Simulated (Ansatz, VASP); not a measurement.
**Li4TeO5 (Li4TeO5 (P-1)) in two plane-wave programs**

Aim: how closely do two programs agree when they are given the same cell, functional and k mesh? The cell is taken from a series of runs on this material, whose earlier steps may have relaxed, scaled, displaced or heated it; both programs get it as it stands.

Main program and level: Ansatz 0.2.0; plane waves, with VASP 6.6.1 beside it; relaxation of cell and atoms at PBEsol.

## (1) The starting structure

The cell holds 20 atoms: 8 Li, 2 Te and 10 O. Its edges and angles: a = 5.085 Å, b = 5.142 Å, c = 7.725 Å, α = 107.7°, β = 102.0°, γ = 101.7°.

## (2) VASP: relaxation of cell and atoms, PBEsol

The relaxed volume is the usual yardstick between codes: in a stiff, nearly cubic crystal its relative difference is about their pressure difference at one cell divided by the bulk modulus.

Lines of VASP's logs that name or quote its potential files are left out, and so is its time.

The input, INCAR:

```
SYSTEM = Li4TeO5
PREC = Accurate
ENCUT = 750
EDIFF = 1E-07
NELM = 120
ISMEAR = 0
SIGMA = 0.01
LREAL = .FALSE.
ALGO = Normal
GGA = PS
NBANDS = 68
LORBIT = 11
LWAVE = .FALSE.
LCHARG = .FALSE.
ISIF = 3
IBRION = 2
NSW = 80
EDIFFG = -0.005
LASPH = .TRUE.
GGA_COMPAT = .FALSE.
NELMIN = 4
EFERMI = MIDGAP
KPAR = 4
```

The input, POSCAR:

```
Li4TeO5
1.0
    5.0846590000      0.0000000000      0.0000000000
   -1.0398940000      5.0359830000      0.0000000000
   -1.6093910000     -2.7328520000      7.0435840000
Li Te O
8 2 10
Direct
    0.4264612956      0.8046069091      0.3195645853
    0.5735387450      0.1953932894      0.6804354147
    0.9999999017      0.0000000000      0.5000000000
    0.5000000983      0.0000000000      0.0000000000
    0.2297085862      0.3944671956      0.8878468689
    0.7702914138      0.6055328044      0.1121531311
    0.2961831509      0.6145163308      0.6038547989
    0.7038168491      0.3854836692      0.3961452011
    0.8910164383      0.7889966347      0.7877618837
    0.1089836977      0.2110032882      0.2122379743
    0.5749274480      0.6100343143      0.8470017537
    0.4250727487      0.3899656857      0.1529982463
    0.0511583273      0.5631489193      0.3310982023
    0.9488416727      0.4368510807      0.6689017977
    0.1322358926      0.8306099078      0.0440453326
    0.8677643041      0.1693900922      0.9559546674
    0.2195721953      0.9901502280      0.7506867243
    0.7804280014      0.0098497720      0.2493132757
    0.3369020363      0.1832027464      0.4282430649
    0.6630979637      0.8167972536      0.5717569351
```

The input, KPOINTS:

```
Automatic mesh
0
Gamma
6 6 4
0 0 0
```

PAW data sets: Li_sv, Te and O (PBE family, release 64).

Run with:

```sh
$ mpirun -np 4 vasp_std
```

Numbers of over 12 decimals in the logs are rounded to 6 here.

The program printed:

```text
[banner, memory and clock lines left out]
running    4 mpi-ranks, on    1 nodes
 distrk:  each k-point on    1 cores,    4 groups
 distr:  one band on    1 cores,    1 groups

 POSCAR found type information on POSCAR LiTeO
 POSCAR found :  3 types and      20 ions
|                                                                             |
|               ----> ADVICE to this user running VASP <----                  |
|                                                                             |
|     You have a (more or less) 'large supercell' and for larger cells it     |
|     might be more efficient to use real-space projection operators.         |
|     Therefore, try LREAL= Auto in the INCAR file.                           |
|     Mind: For very accurate calculation, you might also keep the            |
|     reciprocal projection scheme (i.e. LREAL=.FALSE.).                      |
|                                                                             |

|                                                                             |
|               ----> ADVICE to this user running VASP <----                  |
|                                                                             |
|     You enforced a specific xc type in the INCAR file but a different       |
|     [... a line on the potential file left out ...]
|     I HOPE YOU KNOW WHAT YOU ARE DOING!                                     |
|                                                                             |

 LDA part: xc-table for (Slater+PW92), standard interpolation
 POSCAR, INCAR and KPOINTS ok, starting setup
 FFT: planning ... GRIDC
 FFT: planning ... GRID_SOFT
 FFT: planning ... GRID
 WAVECAR not read
 entering main loop
       N       E                     dE             d eps       ncg     rms          rms(c)
DAV:   1     0.961083623078E+03    0.96108E+03   -0.56486E+04 10336   0.196E+03
DAV:   2    -0.267073736709E+02   -0.98779E+03   -0.92386E+03 12068   0.473E+02
DAV:   3    -0.116869543079E+03   -0.90162E+02   -0.89342E+02 13508   0.133E+02
DAV:   4    -0.126549716360E+03   -0.96802E+01   -0.96242E+01 18920   0.324E+01
DAV:   5    -0.127246099032E+03   -0.69638E+00   -0.69609E+00 13576   0.733E+00    0.362E+01
DAV:   6    -0.111454857427E+03    0.15791E+02   -0.42427E+01 13048   0.272E+01    0.200E+01
DAV:   7    -0.111423425007E+03    0.31432E-01   -0.54878E+00 14648   0.750E+00    0.678E+00
DAV:   8    -0.111285945361E+03    0.13748E+00   -0.41140E-01 13960   0.277E+00    0.308E+00
DAV:   9    -0.111251296018E+03    0.34649E-01   -0.54997E-02 13672   0.163E+00    0.865E-01
DAV:  10    -0.111252188820E+03   -0.89280E-03   -0.20670E-02 13928   0.602E-01    0.472E-01
DAV:  11    -0.111252213277E+03   -0.24457E-04   -0.37358E-03 14072   0.273E-01    0.201E-01
DAV:  12    -0.111252347248E+03   -0.13397E-03   -0.58898E-04 14344   0.106E-01    0.881E-02
DAV:  13    -0.111252395961E+03   -0.48713E-04   -0.77113E-05 12864   0.411E-02    0.226E-02
DAV:  14    -0.111252401587E+03   -0.56262E-05   -0.21660E-05 13400   0.235E-02    0.112E-02
DAV:  15    -0.111252402081E+03   -0.49396E-06   -0.35397E-06 15008   0.733E-03    0.632E-03
DAV:  16    -0.111252402309E+03   -0.22743E-06   -0.10066E-06 13744   0.493E-03    0.267E-03
DAV:  17    -0.111252402336E+03   -0.27374E-07   -0.87623E-08  7872   0.171E-03
   1 F= -.11125240E+03 E0= -.11125240E+03  d E =-.111252E+03
[... from here on, the cycles between the ionic steps are left out ...]
   6 F= -.11128747E+03 E0= -.11128747E+03  d E =-.367660E-03
   7 F= -.11128748E+03 E0= -.11128748E+03  d E =-.381831E-03
   8 F= -.11128768E+03 E0= -.11128768E+03  d E =-.199749E-03
   9 F= -.11128771E+03 E0= -.11128771E+03  d E =-.231440E-03
  10 F= -.11128783E+03 E0= -.11128783E+03  d E =-.116514E-03
  11 F= -.11128783E+03 E0= -.11128783E+03  d E =-.116899E-03
  12 F= -.11128789E+03 E0= -.11128789E+03  d E =-.588876E-04
  13 F= -.11128793E+03 E0= -.11128793E+03  d E =-.103979E-03
  14 F= -.11128793E+03 E0= -.11128793E+03  d E =0.231114E-05
  15 F= -.11128795E+03 E0= -.11128795E+03  d E =-.201756E-04
 curvature:  -0.60 expect dE=-0.173E-04 dE for cont linesearch -0.697E-10
 trial: gam= 0.32249 g(F)=  0.272E-04 g(S)=  0.155E-05 ort =-0.160E-06 (trialstep = 0.859E+00)
 search vector abs. value=  0.515E-04
 bond charge predicted
       N       E                     dE             d eps       ncg     rms          rms(c)
DAV:   1    -0.111287963142E+03   -0.81921E-05   -0.79764E-03 10344   0.397E-01    0.288E-02
DAV:   2    -0.111287971420E+03   -0.82775E-05   -0.17252E-04 12728   0.544E-02    0.117E-02
DAV:   3    -0.111287970642E+03    0.77740E-06   -0.87945E-06 16240   0.114E-02    0.518E-03
DAV:   4    -0.111287970463E+03    0.17901E-06   -0.89086E-07 12576   0.445E-03    0.168E-03
DAV:   5    -0.111287970499E+03   -0.35624E-07   -0.10269E-07  7904   0.169E-03
  16 F= -.11128797E+03 E0= -.11128797E+03  d E =-.155995E-04
 trial-energy change:   -0.000016  1 .order   -0.000017   -0.000025   -0.000009
 step:   1.3268(harm=  1.3268)  dis= 0.00054  next Energy=  -111.287974 (dE=-0.190E-04)
 reached required accuracy - stopping structural energy minimisation
```

From OUTCAR (step 2):

```text
ion  position               nearest neighbor table
   1  0.426  0.805  0.320-  20 2.04  19 2.06  13 2.09  12 2.13  18 2.15  10 2.92  10 3.09
   2  0.574  0.195  0.680-  19 2.04  20 2.06  14 2.09  11 2.13  17 2.15   9 2.92   9 3.09
   3  1.000  0.000  0.500-  18 2.04  17 2.04  20 2.05  19 2.05   9 2.86  10 2.86
   4  0.500  0.000  0.000-  15 2.04  16 2.04  17 2.12  18 2.12  12 2.15  11 2.15  10 2.98   9 2.98
                            10 2.99   9 2.99
   5  0.230  0.394  0.888-  17 2.01  11 2.02  14 2.07  12 2.09  16 2.22   9 3.01  10 3.06   9 3.08

  LATTYP: Found a triclinic cell.
 ALAT       =     5.1422275628
 B/A-ratio  =     1.2561090861
 C/A-ratio  =     1.5304441185
 COS(alpha) =     0.0173664728
 COS(beta)  =     0.3546809625
 COS(gamma) =     0.6369173010

 Subroutine GETGRP returns: Found  2 space group operations
 (whereof  2 operations were pure point group operations)

The static configuration has the point symmetry S_2 .

 Found     76 irreducible k-points:

   k-points           NKPTS =     76   k-points in BZ     NKDIM =     76   number of bands    NBANDS=     68

   dimension x,y,z NGX =    48 NGY =   48 NGZ =   70
   dimension x,y,z NGXF=    96 NGYF=   96 NGZF=  140

   ENCUT  =  750.0 eV  55.12 Ry    7.42 a.u.  11.35 11.48 17.25*2*pi/ulx,y,z

   NELECT =      96.0000    total number of electrons

 k-points in reciprocal lattice and weights: Automatic mesh
   0.00000000  0.00000000  0.00000000       0.007
   0.16666667  0.00000000 -0.00000000       0.014
   0.33333333 -0.00000000 -0.00000000       0.014
   0.50000000  0.00000000 -0.00000000       0.007
   0.00000000  0.16666667  0.00000000       0.014
   0.16666667  0.16666667 -0.00000000       0.014
   0.33333333  0.16666667  0.00000000       0.014
   0.50000000  0.16666667 -0.00000000       0.014
  -0.33333333  0.16666667  0.00000000       0.014
[...]
0.33333333  0.50000000  0.50000000       0.014
   0.50000000  0.50000000  0.50000000       0.007

 average (electrostatic) potential at core
       1 -57.9028       2 -57.9028       3 -57.7023       4 -57.7140       5 -57.7885
       6 -57.7885       7 -57.5529       8 -57.5529       9 -91.3628      10 -91.3628
      11 -69.6058      12 -69.6058      13 -69.6212      14 -69.6212      15 -70.6313
      16 -70.6313      17 -69.5683      18 -69.5683      19 -69.6964      20 -69.6964

 E-fermi :   4.8841

 k-point     1 :       0.0000    0.0000    0.0000
  band No.  band energies     occupation
    ...
     44       2.9611      2.00000
     45       3.0220      2.00000
     46       3.0837      2.00000
     47       3.1132      2.00000
     48       3.2808      2.00000
     49       6.3284      0.00000
     50       7.8533      0.00000
     51       9.6368      0.00000
     52      11.0754      0.00000
     53      11.4140      0.00000
    ...

 k-point     2 :       0.1667    0.0000   -0.0000
  band No.  band energies     occupation
    ...
     44       2.8928      2.00000
     45       3.0109      2.00000
     46       3.1186      2.00000
     47       3.1947      2.00000
     48       3.2595      2.00000
     49       6.5871      0.00000
     50       7.7569      0.00000
     51       9.9380      0.00000
     52      10.7012      0.00000
     53      11.3983      0.00000
    ...

 k-point     3 :       0.3333   -0.0000   -0.0000
  band No.  band energies     occupation
    ...
     44       2.9174      2.00000
     45       2.9768      2.00000
     46       3.1772      2.00000
     47       3.2223      2.00000
     48       3.3832      2.00000
     49       7.0643      0.00000
     50       7.6092      0.00000
     51      10.3411      0.00000
     52      10.4365      0.00000
     53      11.0515      0.00000
    ...

  Total       -0.0259275     -0.0144188     -0.0167935      0.0121438      0.0024507     -0.0071861
  in kB       -0.2272021     -0.1263523     -0.1471617      0.1064161      0.0214754     -0.0629715
  external PRESSURE =      -0.1669054 kB  Pullay stress =       0.0000000 kB

  energy-cutoff  :      750.00
  volume of cell :      182.83
      direct lattice vectors                 reciprocal lattice vectors
     5.108105944  0.001663057  0.002147043     0.195728766  0.040395218  0.060337638
    -1.043042362  5.057187038 -0.002200613    -0.000096641  0.197751850  0.076747075
    -1.614732398 -2.747533740  7.077453156    -0.000059407  0.000049233  0.141299324

 POSITION                                       TOTAL-FORCE (eV/Angst)
 -----------------------------------------------------------------------------------
      0.81976      3.18997      2.25280        -0.001065      0.003168     -0.000958
      1.63057     -0.87865      4.82460         0.001065     -0.003168      0.000958
      3.25770      3.68508      3.53867         0.000000      0.000000      0.000000
      1.51101      5.05802     -0.00113         0.000000      0.000000      0.000000
     -0.67972     -0.44672      6.28188         0.000627      0.000824      0.002760
      3.13005      2.75804      0.79552        -0.000627     -0.000824     -0.002760
     -0.10329      1.44260      4.27175         0.002968     -0.001496      0.001585
      2.55362      0.86872      2.80565        -0.002968      0.001496     -0.001585
      2.45644      1.82710      5.57606         0.004176      0.000009      0.002173
     -0.00611      0.48422      1.50133        -0.004176     -0.000009     -0.002173
      0.92964      0.75323      5.99615        -0.001141     -0.000949     -0.000598
      1.52069      1.55808      1.08125         0.001141      0.000949      0.000598
     -0.86574      1.94532      2.34429         0.001013     -0.001240      0.001916
      3.31607      0.36599      4.73311        -0.001013      0.001240     -0.001916
     -0.25656      4.07244      0.31171         0.000786      0.000718      0.001744
      2.70689     -1.76112      6.76569        -0.000786     -0.000718     -0.001744
     -1.11890      2.94892      5.30954         0.000750     -0.001426     -0.000664
      3.56923     -0.63760      1.76786        -0.000750      0.001426      0.000664
      0.84106     -0.25200      3.03535        -0.000532      0.004521      0.002007
      1.60927      2.56332      4.04205         0.000532     -0.004521     -0.002007
 -----------------------------------------------------------------------------------
    total drift:                               -0.003627     -0.000302      0.000044

  FREE ENERGIE OF THE ION-ELECTRON SYSTEM (eV)
  ---------------------------------------------------
  free  energy   TOTEN  =      -111.2879704988 eV

  energy  without entropy=     -111.2879704988  energy(sigma->0) =     -111.28797050

 reached required accuracy - stopping structural energy minimisation

 total charge
# of ion       s       p       d       tot
------------------------------------------
    1        2.017   0.054   0.000   2.071
    2        2.017   0.054   0.000   2.071
    3        2.021   0.060   0.000   2.081
    4        2.021   0.063   0.000   2.085
    5        2.019   0.058   0.000   2.078
    6        2.019   0.058   0.000   2.078
    7        2.022   0.064   0.000   2.085
    8        2.022   0.064   0.000   2.085
    9        1.209   1.607   0.525   3.342
   10        1.209   1.607   0.525   3.342
   11        1.557   3.481   0.000   5.037
   12        1.557   3.481   0.000   5.037
   13        1.560   3.477   0.000   5.037
   14        1.560   3.477   0.000   5.037
   15        1.570   3.461   0.000   5.031
   16        1.570   3.461   0.000   5.031
   17        1.557   3.483   0.000   5.040
   18        1.557   3.483   0.000   5.040
   19        1.557   3.486   0.000   5.044
   20        1.557   3.486   0.000   5.044
--------------------------------------------------
tot         34.178  38.465   1.051  73.694

[... 3 further parts left out ...]
```

CONTCAR:

```
Li4TeO5
   1.00000000000000
     5.1081059440080008    0.0016630568838589    0.0021470425176214
    -1.0430423615447533    5.0571870377371404   -0.0022006132772742
    -1.6147323984440209   -2.7475337399234756    7.0774531558192795
  Li              Te              O
     8     2    10
Direct
     0.4252383022970186    0.8036388708329960    0.3184278488680951
     0.5747617383029811    0.1963613276670080    0.6815721511319049
     0.9999999017000007    1.0000000000000000    0.5000000000000000
     0.5000000982999993    1.0000000000000000    0.0000000000000000
     0.2279483592642281    0.3938416563277640    0.8876437086005095
     0.7720516407357719    0.6061583436722358    0.1123562913994905
     0.2958037985209702    0.6131309520740774    0.6036722006601883
     0.7041962014790299    0.3868690479259227    0.3963277993398116
     0.8910490810916033    0.7890215969644127    0.7878381198427009
     0.1089510549083938    0.2109783259355828    0.2121617381573017
     0.5741777816147103    0.6090501600972646    0.8472337866014903
     0.4258224150852899    0.3909498399027353    0.1527662133985099
     0.0505802171740582    0.5646925630676064    0.3313938091304754
     0.9494197828259419    0.4353074369323938    0.6686061908695247
     0.1330988623450080    0.8292799276866739    0.0442607949743243
     0.8669013343549923    0.1707200723133259    0.9557392050256757
     0.2204859230004329    0.9907537971509338    0.7504458349433453
     0.7795142736995675    0.0092462028490662    0.2495541650566545
     0.3375868796010135    0.1830392621861709    0.4288310790155710
     0.6624131203989864    0.8169607378138293    0.5711689209844290
```

The run keeps the 2 symmetry operations of its start, so it cannot find a distortion of lower symmetry.

(Part 1 of 2 ends here.)

[Lines on the potential files, build, host, timing and source positions are cut from VASP's logs without a mark.]

[Logs are printed without paths, hosts, clocks, repeated set-up lines and the standing remarks that a program may print on its own settings, such as how far it seeks lower states.]

[Hosts, paths, dates, database ids (printed as entryN), source tags and the programs' standing remarks are cut or masked in the printed files.]
